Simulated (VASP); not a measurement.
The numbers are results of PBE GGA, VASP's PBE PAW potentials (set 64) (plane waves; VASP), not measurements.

Input for VASP

File POSCAR:
```
Ho
1
    1.8129582548    -3.1401358654     0.0000000000
    1.8129582548     3.1401358654     0.0000000000
    0.0000000000     0.0000000000     5.5840411334
Ho
2
Direct
  0.3333330000   0.6666670000   0.2500000000
  0.6666670000   0.3333330000   0.7500000000
```

INCAR:
```
ISIF=2   # forces and stress, cell fixed
LWAVE=F
EDIFFG=-0.01
NSW=30
IBRION=2   # conjugate gradients
LASPH=T   # aspherical one-centre terms
SYSTEM=Ho
ENCUT=480
SIGMA=0.1   # width (eV)
LREAL=F   # projection in real space or not
NELM=100
LMAXMIX=6   # l cut-off of mixed one-centre charges
LCHARG=F
EDIFF=1E-7   # SCF stop (eV)
ISMEAR=1   # Methfessel-Paxton
PREC=Accurate
GGA=PE   # PBE
ALGO=Normal   # blocked Davidson
```

KPOINTS:
```
Automatic mesh
0
Gamma
12 12 6
0 0 0
```

POTCAR, in this order: Ho_3 (PBE.64 set). Program: vasp_std.

What VASP printed:

**OUTCAR**
```
 ion  position               nearest neighbor table
   1  0.333  0.667  0.250-   2 3.49   2 3.49   2 3.49   2 3.49   2 3.49   2 3.49
   2  0.667  0.333  0.750-   1 3.49   1 3.49   1 3.49   1 3.49   1 3.49   1 3.49
  LATTYP: Found a hexagonal cell.
 ALAT       =     3.6259165582
 C/A-ratio  =     1.5400357520
 Subroutine PRICEL returns:
 Original cell was already a primitive cell.
 Subroutine GETGRP returns: Found 24 space group operations
The static configuration has the point symmetry D_3d.
 The point group associated with its full space group is D_6h.
The dynamic configuration has the point symmetry D_3d.
 Subroutine INISYM returns: Found 24 space group operations
 Subroutine IBZKPT returns following result:
 Found     76 irreducible k-points:

 Following reciprocal coordinates:
            Coordinates               Weight
  0.000000  0.000000  0.000000      1.000000
  0.083333  0.000000  0.000000      6.000000
  0.166667  0.000000  0.000000      6.000000
  0.250000 -0.000000  0.000000      6.000000
  0.333333  0.000000  0.000000      6.000000
  0.416667  0.000000  0.000000      6.000000
  0.500000 -0.000000  0.000000      3.000000
  0.083333  0.083333  0.000000      6.000000
  0.166667  0.083333  0.000000     12.000000
  0.250000  0.083333  0.000000     12.000000
  0.333333  0.083333  0.000000     12.000000
  0.416667  0.083333  0.000000     12.000000
  0.166667  0.166667  0.000000      6.000000
  0.250000  0.166667  0.000000     12.000000
  0.333333  0.166667  0.000000     12.000000
  0.416667  0.166667  0.000000      6.000000
  0.250000  0.250000  0.000000      6.000000
  0.333333  0.250000  0.000000     12.000000
  0.333333  0.333333  0.000000      2.000000
  0.000000  0.000000  0.166667      2.000000
  0.083333  0.000000  0.166667     12.000000
  0.166667  0.000000  0.166667     12.000000
...
```

File OSZICAR:
```
       N       E                     dE             d eps       ncg     rms          rms(c)
DAV:   1     0.756874513818E+02    0.75687E+02   -0.80525E+03  2256   0.121E+03
DAV:   2    -0.447185243027E+01   -0.80159E+02   -0.78784E+02  2872   0.514E+02
DAV:   3    -0.881895489980E+01   -0.43471E+01   -0.40783E+01  3287   0.878E+01
DAV:   4    -0.901590725514E+01   -0.19695E+00   -0.18767E+00  3409   0.118E+01
DAV:   5    -0.902199571362E+01   -0.60885E-02   -0.60844E-02  3294   0.208E+00    0.238E+01
DAV:   6    -0.902106344346E+01    0.93227E-03   -0.27189E-02  3302   0.213E+00    0.143E+01
DAV:   7    -0.902886017995E+01   -0.77967E-02   -0.49308E-02  3156   0.298E+00    0.305E-01
DAV:   8    -0.902856990288E+01    0.29028E-03   -0.30307E-03  2920   0.590E-01    0.610E-02
DAV:   9    -0.902858975372E+01   -0.19851E-04   -0.21766E-04  3331   0.176E-01    0.334E-02
DAV:  10    -0.902858341120E+01    0.63425E-05   -0.29269E-05  3331   0.565E-02    0.452E-02
DAV:  11    -0.902858411465E+01   -0.70345E-06   -0.26366E-06  3204   0.159E-02    0.450E-03
DAV:  12    -0.902858436439E+01   -0.24974E-06   -0.22689E-07  2027   0.593E-03    0.179E-03
DAV:  13    -0.902858432802E+01    0.36366E-07   -0.48048E-08  1653   0.565E-03
   1 F= -.90285843E+01 E0= -.90289218E+01  d E =-.902858E+01
```

File OUTCAR:
```
------------------------ aborting loop because EDIFF is reached ----------------------------------------
  FORCE on cell =-STRESS in cart. coord.  units (eV):
  Direction    XX          YY          ZZ          XY          YZ          ZX
  --------------------------------------------------------------------------------------
  Total       -0.2303599     -0.2303599     -0.1552006      0.0000000     -0.0000000     -0.0000000
  in kB       -5.8050045     -5.8050047     -3.9110123      0.0000000     -0.0000000     -0.0000000
  external PRESSURE =      -5.1736738 kB  Pullay stress =       0.0000000 kB
  volume of cell :       63.58
      direct lattice vectors                 reciprocal lattice vectors
     1.812958255 -3.140135865  0.000000000     0.275792340 -0.159228779  0.000000000
     1.812958255  3.140135865  0.000000000     0.275792340  0.159228779  0.000000000
     0.000000000  0.000000000  5.584041133     0.000000000  0.000000000  0.179081775
 POSITION                                       TOTAL-FORCE (eV/Angst)
 -----------------------------------------------------------------------------------
      1.81296      1.04671      1.39601        -0.000000     -0.000000      0.000000
      1.81296     -1.04671      4.18803         0.000000      0.000000      0.000000
 -----------------------------------------------------------------------------------
    total drift:                                0.000000      0.000092     -0.000011
  FREE ENERGIE OF THE ION-ELECTRON SYSTEM (eV)
  ---------------------------------------------------
  free  energy   TOTEN  =        -9.0285843280 eV

  energy  without entropy=       -9.0295967783  energy(sigma->0) =       -9.02892181

 reached required accuracy - stopping structural energy minimisation
```
(Selected blocks of OUTCAR.)

The 4f electrons are frozen in the core of the lanthanide potential, so 4f levels, which can set the real gap, and their magnetism are missing.

The compound is Ho in the hcp structure. This cell was strained or had an atom moved on purpose.
